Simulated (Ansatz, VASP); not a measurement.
## Two plane-wave programs on Sn3GeSe4

The input INCAR:

```
ALGO = Normal ; EDIFF = 1E-7
ENCUT = 520 ; GGA = PE
ISIF = 2 ; ISMEAR = 0
LASPH = True ; LCHARG = False
LREAL = False ; LWAVE = False
NBANDS = 50 ; NELM = 60
PREC = Accurate ; SIGMA = 0.1
```

The input KPOINTS:

```
k-points
0
Gamma
  4 4 4
```

The input POSCAR:

```
Sn3GeSe4
1.0
   -3.0024257600      3.0024257600      6.0048515100
    3.0024257600     -3.0024257600      6.0048515100
    3.0024257600      3.0024257600     -6.0048515100
Sn Ge Se
3 1 4
Direct
    0.0000000000      0.0000000000      0.0000000000
    0.7500000000      0.2500000000      0.5000000000
    0.2500000000      0.7500000000      0.5000000000
    0.5000000000      0.5000000000      0.0000000000
    0.7500000000      0.7500000000      0.0000000000
    0.2500000000      0.2500000000      0.0000000000
    0.5000000000      0.0000000000      0.5000000000
    0.0000000000      0.5000000000      0.5000000000
```

Input for Ansatz:

```yaml
crystal:
  lattice:
    - [-3.00242576, 3.00242576, 6.00485151]
    - [3.00242576, -3.00242576, 6.00485151]
    - [3.00242576, 3.00242576, -6.00485151]
  atoms:
    - { symbol: Sn, position: [0.0, 0.0, 0.0] }
    - { symbol: Sn, position: [0.75, 0.25, 0.5] }
    - { symbol: Sn, position: [0.25, 0.75, 0.5] }
    - { symbol: Ge, position: [0.5, 0.5, 0.0] }
    - { symbol: Se, position: [0.75, 0.75, 0.0] }
    - { symbol: Se, position: [0.25, 0.25, 0.0] }
    - { symbol: Se, position: [0.5, 0.0, 0.5] }
    - { symbol: Se, position: [0.0, 0.5, 0.5] }
basis:
  ecutwfc: 420
kpoints:
  mp_grid: { grid: [4, 4, 4] }
hamiltonian:
  xc: pbe
scf:
  occupations: { method: gaussian, width: 0.1 }
  lower_state_search: "off"
output:
  forces: true
  stress: true
  eigenvalues: true
```

Alike in both runs: task single point; functional PBE; k mesh 4 × 4 × 4; occupations gaussian, width 0.1 eV; no spin polarisation.

|  | VASP | Ansatz |
| --- | --- | --- |
| version | VASP 6.6.1 | Ansatz 0.2.0 |
| potentials or method | VASP PAW PBE potentials, release 64 (Sn_d, Ge_d, Se) | scalar-relativistic, plane waves, PAW |
| plane-wave cutoff (eV) | 520 | 420 |
| valence electrons in the cell | 80 | 120 |

|  | VASP | Ansatz | Ansatz less VASP |
| --- | --- | --- | --- |
| gap on the k mesh at the Fermi level (eV) | 0.20 | 0.19 | -0.001 |
| least direct gap on the mesh (eV) | 0.20 | 0.19 | -0.001 |
| pressure (GPa) | -1.0 | -1.0 | 0.00 |
| largest component of the traceless stress (GPa) | 0.36 | 0.36 | +0.001 |
| rms of the force components (eV/Å) | 0.092 | 0.092 | 0.0000 |

Atom by atom the forces differ by 0.000 eV/Å (rms over components). The two sets of potentials don't hold the same shells in valence.

Caveats: spin-orbit coupling is left out, which moves the levels of the heavy elements.
